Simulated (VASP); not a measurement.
The system is Pt.

```xyz
1
Lattice="0.0000 1.9609 1.9609 1.9609 0.0000 1.9609 1.9609 1.9609 0.0000" Properties=species:S:1:pos:R:3 pbc="T T T"
Pt    0.0000    0.0000    0.0000
```

```yaml
Program: VASP 6.6.1
Task: relaxation of cell and atoms
Functional: PBE
Potentials_or_basis: VASP PAW PBE potentials, release 64 (Pt)
Cutoff: 520 eV
k_mesh: 26 × 26 × 26
Occupations: gaussian, width 0.1 eV
Spin: no spin polarisation
```

At the start: pressure 9.5 GPa; volume 15.08 Å³/atom.

How do energy, volume and symmetry change on relaxing?

Over 17 steps the energy falls by 15.1 meV/atom and the volume is 15.61 Å³/atom (+3.5 %); space group Fm-3m (No. 225, to 0.05 Å).

The path:
```tsv
step	energy change (eV)	largest force (eV/Å)	pressure (GPa)	volume (Å³)
1	0.0000	0.0000	9.50	15.08
2	0.0771	0.0000	-17.71	17.12
3	-0.0151	0.0000	-0.28	15.63
4	-0.0151	0.0000	-0.04	15.61
5	-0.0151	0.0000	0.13	15.60
6	-0.0151	0.0000	0.14	15.60
7	-0.0151	0.0000	0.11	15.60
8	-0.0151	0.0000	0.11	15.60
9	-0.0151	0.0000	0.11	15.60
10	-0.0151	0.0000	0.11	15.61
11	-0.0151	0.0000	0.11	15.61
12	-0.0151	0.0000	0.11	15.61
13	-0.0151	0.0000	0.09	15.61
14	-0.0151	0.0000	0.07	15.61
15	-0.0151	0.0000	0.05	15.61
16	-0.0151	0.0000	-0.03	15.61
17	-0.0151	0.0000	0.00	15.61
```

Final structure:
```
Pt
1.0
     0.00000    1.98369    1.98369
     1.98369    0.00000    1.98369
     1.98369    1.98369    0.00000
Pt
1
Direct
  0.00000 0.00000 0.00000
```
